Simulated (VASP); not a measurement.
OSZICAR of a VASP run on Al$_{2}$Au:

OSZICAR:
```
...
DAV:  20    -0.390705204290E+03    0.24190E-01   -0.10116E-03  1800   0.926E-02    0.159E-01
DAV:  21    -0.390661983057E+03    0.43221E-01   -0.13448E-04  1704   0.504E-02    0.178E-01
DAV:  22    -0.390598547578E+03    0.63435E-01   -0.21453E-04  1667   0.654E-02    0.179E-01
DAV:  23    -0.390608825256E+03   -0.10278E-01   -0.85543E-05  1600   0.488E-02    0.202E-01
DAV:  24    -0.390199323483E+03    0.40950E+00   -0.83373E-03  1484   0.429E-01    0.256E-01
DAV:  25    -0.390167402290E+03    0.31921E-01   -0.18400E-04  1784   0.519E-02    0.301E-01
DAV:  26    -0.390168788490E+03   -0.13862E-02   -0.92229E-06   966   0.137E-02    0.274E-01
DAV:  27    -0.389965618049E+03    0.20317E+00   -0.27142E-03  1494   0.253E-01    0.442E-01
DAV:  28    -0.389518657918E+03    0.44696E+00   -0.16630E-02  1464   0.576E-01    0.490E-01
DAV:  29    -0.389505094981E+03    0.13563E-01   -0.17646E-04  1739   0.406E-02    0.504E-01
DAV:  30    -0.389436106092E+03    0.68989E-01   -0.55256E-04  1507   0.109E-01    0.515E-01
DAV:  31    -0.389416951924E+03    0.19154E-01   -0.64820E-05  1584   0.380E-02    0.515E-01
DAV:  32    -0.389350835409E+03    0.66117E-01   -0.67143E-04  1484   0.123E-01    0.505E-01
DAV:  33    -0.389151074051E+03    0.19976E+00   -0.68270E-03  1464   0.365E-01    0.452E-01
DAV:  34    -0.389033817237E+03    0.11726E+00   -0.24140E-02  1479   0.682E-01    0.336E-01
DAV:  35    -0.389045074360E+03   -0.11257E-01   -0.16906E-03  1731   0.164E-01    0.332E-01
DAV:  36    -0.389058565650E+03   -0.13491E-01   -0.11767E-03  1504   0.131E-01    0.348E-01
DAV:  37    -0.389096374671E+03   -0.37809E-01   -0.83520E-03  1474   0.358E-01    0.344E-01
DAV:  38    -0.389098136468E+03   -0.17618E-02   -0.25524E-04  1859   0.519E-02    0.356E-01
DAV:  39    -0.389100512738E+03   -0.23763E-02   -0.45725E-05  1400   0.265E-02    0.356E-01
DAV:  40    -0.389096187452E+03    0.43253E-02   -0.17846E-04  1484   0.548E-02    0.359E-01
DAV:  41    -0.389096163532E+03    0.23920E-04   -0.54101E-06   961   0.935E-03    0.357E-01
DAV:  42    -0.389105847155E+03   -0.96836E-02   -0.15755E-02  1474   0.522E-01    0.340E-01
DAV:  43    -0.389105523692E+03    0.32346E-03   -0.72721E-04  1759   0.984E-02    0.318E-01
DAV:  44    -0.389098270609E+03    0.72531E-02   -0.42264E-03  1474   0.275E-01    0.302E-01
DAV:  45    -0.389097437221E+03    0.83339E-03   -0.85224E-05  1656   0.282E-02    0.313E-01
DAV:  46    -0.389094879349E+03    0.25579E-02   -0.93264E-05  1524   0.460E-02    0.290E-01
DAV:  47    -0.389073834727E+03    0.21045E-01   -0.10187E-02  1474   0.447E-01    0.219E-01
DAV:  48    -0.389070232916E+03    0.36018E-02   -0.40783E-04  1727   0.754E-02    0.222E-01
DAV:  49    -0.389069679212E+03    0.55370E-03   -0.15086E-05  1161   0.174E-02    0.222E-01
DAV:  50    -0.389064193104E+03    0.54861E-02   -0.40601E-04  1479   0.942E-02    0.221E-01
DAV:  51    -0.389069256115E+03   -0.50630E-02   -0.28824E-04  1474   0.857E-02    0.233E-01
DAV:  52    -0.389069351586E+03   -0.95472E-04   -0.44354E-06   985   0.996E-03    0.230E-01
DAV:  53    -0.389067421930E+03    0.19297E-02   -0.93144E-05  1466   0.451E-02    0.229E-01
DAV:  54    -0.389068535506E+03   -0.11136E-02   -0.18900E-05   978   0.208E-02    0.231E-01
DAV:  55    -0.389070693310E+03   -0.21578E-02   -0.61471E-05  1314   0.366E-02    0.225E-01
DAV:  56    -0.389066373307E+03    0.43200E-02   -0.14843E-04  1492   0.546E-02    0.238E-01
DAV:  57    -0.389064458780E+03    0.19145E-02   -0.40945E-05  1138   0.298E-02    0.230E-01
DAV:  58    -0.389066796063E+03   -0.23373E-02   -0.59504E-04  1573   0.974E-02    0.161E-01
DAV:  59    -0.389049929064E+03    0.16867E-01   -0.32882E-03  1464   0.268E-01    0.139E-01
DAV:  60    -0.389050276772E+03   -0.34771E-03   -0.43981E-05  1465   0.212E-02    0.141E-01
DAV:  61    -0.389070990916E+03   -0.20714E-01   -0.63576E-03  1469   0.337E-01    0.475E-02
DAV:  62    -0.389071595039E+03   -0.60412E-03   -0.17399E-04  1840   0.393E-02    0.472E-02
DAV:  63    -0.389059604051E+03    0.11991E-01   -0.20060E-03  1474   0.205E-01    0.469E-02
DAV:  64    -0.389036864287E+03    0.22740E-01   -0.55697E-03  1464   0.335E-01    0.434E-02
DAV:  65    -0.389034967578E+03    0.18967E-02   -0.19647E-04  1751   0.585E-02    0.425E-02
DAV:  66    -0.389033246881E+03    0.17207E-02   -0.84345E-05  1486   0.471E-02    0.431E-02
DAV:  67    -0.389034467257E+03   -0.12204E-02   -0.84701E-05  1358   0.488E-02    0.359E-02
DAV:  68    -0.389019939974E+03    0.14527E-01   -0.67165E-03  1464   0.376E-01    0.227E-02
DAV:  69    -0.389025138204E+03   -0.51982E-02   -0.17945E-03  1464   0.214E-01    0.252E-02
DAV:  70    -0.389019836458E+03    0.53017E-02   -0.11583E-03  1464   0.170E-01    0.196E-02
DAV:  71    -0.389017830183E+03    0.20063E-02   -0.81652E-03  1464   0.319E-01    0.208E-02
DAV:  72    -0.389017873747E+03   -0.43564E-04   -0.10178E-04  1608   0.312E-02    0.209E-02
DAV:  73    -0.389017868785E+03    0.49613E-05   -0.21912E-06   993   0.608E-03
   1 F= -.38901787E+03 E0= -.38901633E+03  d E =-.389018E+03
       N       E                     dE             d eps       ncg     rms          rms(c)
DAV:   1    -0.389017864244E+03    0.95028E-05   -0.20163E+00  1464   0.421E+00    0.126E-01
DAV:   2    -0.389016372069E+03    0.14922E-02   -0.34399E-02  1531   0.777E-01    0.119E-01
DAV:   3    -0.389022329415E+03   -0.59573E-02   -0.30783E-03  1527   0.211E-01    0.898E-02
DAV:   4    -0.389023181172E+03   -0.85176E-03   -0.77404E-04  1585   0.103E-01    0.456E-02
DAV:   5    -0.389024638024E+03   -0.14569E-02   -0.22882E-03  1474   0.154E-01    0.228E-02
DAV:   6    -0.389024977105E+03   -0.33908E-03   -0.38419E-04  1474   0.968E-02    0.147E-02
DAV:   7    -0.389024996718E+03   -0.19613E-04   -0.44087E-05  1250   0.393E-02    0.102E-02
DAV:   8    -0.389025041779E+03   -0.45061E-04   -0.80960E-05  1287   0.444E-02    0.318E-03
DAV:   9    -0.389025003740E+03    0.38040E-04   -0.20985E-05  1111   0.316E-02    0.214E-03
DAV:  10    -0.389025004851E+03   -0.11116E-05   -0.15516E-05   991   0.211E-02
   2 F= -.38902500E+03 E0= -.38902363E+03  d E =-.713607E-02
       N       E                     dE             d eps       ncg     rms          rms(c)
DAV:   1    -0.389016310573E+03    0.86932E-02   -0.34861E+00  1464   0.556E+00    0.162E-01
DAV:   2    -0.389014873772E+03    0.14368E-02   -0.55362E-02  1579   0.993E-01    0.150E-01
DAV:   3    -0.389024020724E+03   -0.91470E-02   -0.48639E-03  1514   0.267E-01    0.115E-01
DAV:   4    -0.389025161119E+03   -0.11404E-02   -0.11528E-03  1639   0.120E-01    0.591E-02
DAV:   5    -0.389027608711E+03   -0.24476E-02   -0.32555E-03  1474   0.176E-01    0.258E-02
DAV:   6    -0.389028292500E+03   -0.68379E-03   -0.46037E-04  1504   0.964E-02    0.175E-02
DAV:   7    -0.389028247885E+03    0.44615E-04   -0.44590E-05  1363   0.370E-02    0.120E-02
DAV:   8    -0.389028492301E+03   -0.24442E-03   -0.72583E-05  1316   0.347E-02    0.330E-03
DAV:   9    -0.389028529086E+03   -0.36785E-04   -0.86041E-06  1102   0.211E-02    0.213E-03
DAV:  10    -0.389028585336E+03   -0.56249E-04   -0.59674E-06   988   0.137E-02    0.123E-03
DAV:  11    -0.389028615743E+03   -0.30407E-04   -0.57262E-06   948   0.118E-02    0.660E-04
DAV:  12    -0.389028638230E+03   -0.22487E-04   -0.43265E-06   973   0.143E-02    0.638E-04
DAV:  13    -0.389028652789E+03   -0.14559E-04   -0.32472E-06   908   0.122E-02    0.271E-04
DAV:  14    -0.389028666068E+03   -0.13279E-04   -0.29334E-06   906   0.109E-02    0.208E-04
DAV:  15    -0.389028666403E+03   -0.33489E-06   -0.18337E-06   877   0.948E-03
   3 F= -.38902867E+03 E0= -.38902758E+03  d E =-.107976E-01
       N       E                     dE             d eps       ncg     rms          rms(c)
DAV:   1    -0.389029289010E+03   -0.62294E-03   -0.15670E-01  1464   0.134E+00    0.445E-02
DAV:   2    -0.389028989778E+03    0.29923E-03   -0.25615E-03  1620   0.233E-01    0.368E-02
DAV:   3    -0.389029335430E+03   -0.34565E-03   -0.27232E-04  1580   0.698E-02    0.263E-02
DAV:   4    -0.389029449596E+03   -0.11417E-03   -0.14820E-04  1537   0.485E-02    0.934E-03
DAV:   5    -0.389029602148E+03   -0.15255E-03   -0.11920E-04  1437   0.450E-02    0.410E-03
DAV:   6    -0.389029657361E+03   -0.55212E-04   -0.12139E-05  1036   0.188E-02    0.249E-03
DAV:   7    -0.389029686783E+03   -0.29422E-04   -0.43406E-06   923   0.136E-02    0.172E-03
DAV:   8    -0.389029717318E+03   -0.30535E-04   -0.36447E-06   926   0.980E-03    0.727E-04
DAV:   9    -0.389029724830E+03   -0.75119E-05   -0.22253E-06   908   0.905E-03
   4 F= -.38902972E+03 E0= -.38902860E+03  d E =-.105843E-02
       N       E                     dE             d eps       ncg     rms          rms(c)
DAV:   1    -0.389027931054E+03    0.17863E-02   -0.98561E-01  1464   0.335E+00    0.111E-01
DAV:   2    -0.389027737214E+03    0.19384E-03   -0.15480E-02  1668   0.559E-01    0.929E-02
DAV:   3    -0.389029315526E+03   -0.15783E-02   -0.13599E-03  1628   0.142E-01    0.668E-02
DAV:   4    -0.389029403628E+03   -0.88102E-04   -0.79778E-04  1540   0.105E-01    0.236E-02
DAV:   5    -0.389030296063E+03   -0.89244E-03   -0.64292E-04  1518   0.931E-02    0.104E-02
DAV:   6    -0.389030489829E+03   -0.19377E-03   -0.64890E-05  1431   0.372E-02    0.636E-03
DAV:   7    -0.389030556620E+03   -0.66791E-04   -0.14686E-05  1049   0.204E-02    0.452E-03
DAV:   8    -0.389030681647E+03   -0.12503E-03   -0.12904E-05  1019   0.161E-02    0.183E-03
DAV:   9    -0.389030725746E+03   -0.44100E-04   -0.45266E-06   958   0.119E-02    0.118E-03
DAV:  10    -0.389030738644E+03   -0.12897E-04   -0.26934E-06   918   0.828E-03    0.704E-04
DAV:  11    -0.389030774381E+03   -0.35737E-04   -0.50686E-06   933   0.166E-02    0.420E-04
DAV:  12    -0.389030794096E+03   -0.19715E-04   -0.47664E-06   916   0.168E-02    0.357E-04
DAV:  13    -0.389030788489E+03    0.56069E-05   -0.17815E-06   810   0.102E-02
   5 F= -.38903079E+03 E0= -.38902957E+03  d E =-.212209E-02
```

Question: Which electronic solver shows in the log?

Answer: It is blocked Davidson (ALGO = Normal, or the opening steps of other solvers). The INCAR had ALGO = Normal.

Question: Can the final energy be trusted as converged?

Answer: Self-consistency was reached. It stopped with EDIFF = 1E-5, NELM = 100, NSW = 120 and EDIFFG = -0.03 after 5 ionic steps (r2SCAN meta-GGA, plane waves, VASP's PBE PAW potentials (set 64)).

The cell is a thin slab with vacuum, built from AuAl2 (fluorite): (110) face.
